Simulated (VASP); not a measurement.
Calculation: PBE GGA, VASP's PBE PAW potentials (set 64) (plane waves; VASP 6.6.1).

Input for VASP

### POSCAR
```
AuZn
1
    3.1968130000     0.0000000000     0.0000000000
    0.0000000000     3.0925390000     0.0000000000
    0.0000000000     0.0000000000     3.2034120000
Zn Au
1 1
Direct
  0.5000000000   0.5000000000   0.5000000000
  0.0251430000   0.0000000000   0.0000000000
```

**INCAR**
```
ALGO  =  Normal
EDIFF  =  1E-6
ENCUT  =  400
GGA  =  PE
ISIF  =  2
ISMEAR  =  -4
LASPH  =  .TRUE.
LCHARG  =  .FALSE.
LMAXMIX  =  6
LREAL  =  .FALSE.
LWAVE  =  .FALSE.
NELM  =  100
PREC  =  Accurate
SYSTEM  =  AuZn
```

**KPOINTS**
```
K-points
0
gamma
  10 11 10
```

POTCAR, in this order: Zn Au (PBE.64 set). Program: vasp_std.

What VASP printed:

File OSZICAR:
```
       N       E                     dE             d eps       ncg     rms          rms(c)
DAV:   1     0.108879627682E+03    0.10888E+03   -0.10048E+04  6711   0.165E+03
DAV:   2    -0.174994821658E+01   -0.11063E+03   -0.10786E+03  6760   0.302E+02
DAV:   3    -0.504259355967E+01   -0.32926E+01   -0.32832E+01  7971   0.627E+01
DAV:   4    -0.506175845147E+01   -0.19165E-01   -0.19163E-01  7481   0.414E+00
DAV:   5    -0.506198407738E+01   -0.22563E-03   -0.22562E-03  8104   0.459E-01    0.834E+00
DAV:   6    -0.463529093899E+01    0.42669E+00   -0.14988E+00  6599   0.144E+01    0.534E+00
DAV:   7    -0.460977420148E+01    0.25517E-01   -0.34526E-02  8895   0.451E+00    0.286E+00
DAV:   8    -0.460141604087E+01    0.83582E-02   -0.11212E-02  7537   0.122E+00    0.163E-01
DAV:   9    -0.460142146300E+01   -0.54221E-05   -0.35406E-04  7661   0.294E-01    0.799E-02
DAV:  10    -0.460143011046E+01   -0.86475E-05   -0.59767E-05  7898   0.104E-01    0.175E-02
DAV:  11    -0.460143080549E+01   -0.69502E-06   -0.86649E-06  7334   0.697E-02
   1 F= -.46014308E+01 E0= -.46014308E+01  d E =0.000000E+00
```

File OUTCAR:
```
------------------------ aborting loop because EDIFF is reached ----------------------------------------
  FORCE on cell =-STRESS in cart. coord.  units (eV):
  Direction    XX          YY          ZZ          XY          YZ          ZX
  --------------------------------------------------------------------------------------
  Total        0.5392579      0.6381080      0.5945180      0.0000000      0.0000000      0.0000000
  in kB       27.2810991     32.2819352     30.0767131      0.0000000      0.0000000      0.0000000
  external PRESSURE =      29.8799158 kB  Pullay stress =       0.0000000 kB
  volume of cell :       31.67
      direct lattice vectors                 reciprocal lattice vectors
     3.196813000  0.000000000  0.000000000     0.312811541  0.000000000  0.000000000
     0.000000000  3.092539000  0.000000000     0.000000000  0.323358897  0.000000000
     0.000000000  0.000000000  3.203412000     0.000000000  0.000000000  0.312167152
 POSITION                                       TOTAL-FORCE (eV/Angst)
 -----------------------------------------------------------------------------------
      1.59841      1.54627      1.60171         0.277207      0.000000      0.000000
      0.08038      0.00000      0.00000        -0.277207      0.000000      0.000000
 -----------------------------------------------------------------------------------
    total drift:                               -0.000391      0.000000     -0.000000
  FREE ENERGIE OF THE ION-ELECTRON SYSTEM (eV)
  ---------------------------------------------------
  free  energy   TOTEN  =        -4.6014308055 eV

  energy  without entropy=       -4.6014308055  energy(sigma->0) =       -4.60143081
```
(Selected blocks of OUTCAR.)

The compound is AuZn in the CsCl type structure. The cell was not relaxed at this level, atoms are displaced from their ideal sites. The run is one of a series of settings (ISMEAR = -4, SIGMA removed against the base run), some of them coarse on purpose. The electron count is odd and the run is not spin-polarised, which forces a metal.
